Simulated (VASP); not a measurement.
The system is La2P6Ru.

```
CELL_PARAMETERS angstrom
0.00000 4.44219 4.44219
4.44219 0.00000 4.44219
4.44219 4.44219 0.00000
ATOMIC_POSITIONS crystal
La 0.25000 0.25000 0.25000
La 0.75000 0.75000 0.75000
P 0.23700 0.76300 0.76300
P 0.76300 0.23700 0.76300
P 0.76300 0.23700 0.23700
P 0.23700 0.76300 0.23700
P 0.76300 0.76300 0.23700
P 0.23700 0.23700 0.76300
Ru 0.00000 0.00000 0.00000
```

The cell was built by a generator and needn't be a form met in nature.

The cell isn't the ideal one: species swapped into the Rb2WCl6 type (Fm-3m, No. 225).

| Property | Result |
| --- | --- |
| Program | VASP 6.6.1 |
| Task | relaxation of cell and atoms |
| Functional | PBE |
| Potentials or basis | VASP PAW PBE potentials, release 64 (La, P, Ru_pv) |
| Cutoff | 600 eV |
| k mesh | 4 × 4 × 4 |
| Occupations | gaussian, width 0.1 eV |
| Spin | no spin polarisation |

At the start: pressure 16.9 GPa; volume 19.48 Å³/atom.

Task: Where does the relaxation end?

Result: Over 12 steps the energy falls by 533.3 meV/atom and the volume is 18.53 Å³/atom (-4.9 %); space group Fm-3m (No. 225, to 0.05 Å).

The path:
```csv
step,energy change (eV),largest force (eV/Å),pressure (GPa),volume (Å³)
1,0.0000,5.7348,16.88,175.32
2,-0.5975,0.6991,-15.83,232.73
3,-3.1039,0.9988,-6.76,200.59
4,-3.1162,1.1446,-6.01,199.17
5,-3.1172,1.2335,-5.54,198.34
6,-4.0360,1.1404,-3.13,183.49
7,-4.5527,0.4398,7.74,155.73
8,-4.6548,0.8217,2.96,164.71
9,-4.6626,0.7449,3.99,162.54
10,-4.7180,0.5807,-1.16,166.55
11,-4.7956,0.0399,0.80,164.75
12,-4.8000,0.0124,-0.20,166.75
```

Final structure:
```
La P Ru
1.0
     0.00000    4.36863    4.36863
     4.36863    0.00000    4.36863
     4.36863    4.36863    0.00000
La P Ru
2 6 1
Cartesian
  2.1843 2.1843 2.1843
  6.5530 6.5530 6.5530
  6.3253 4.3686 4.3686
  4.3686 6.3253 4.3686
  2.4120 4.3686 4.3686
  4.3686 2.4120 4.3686
  4.3686 4.3686 6.3253
  4.3686 4.3686 2.4120
  4.3686 4.3686 0.0000
```
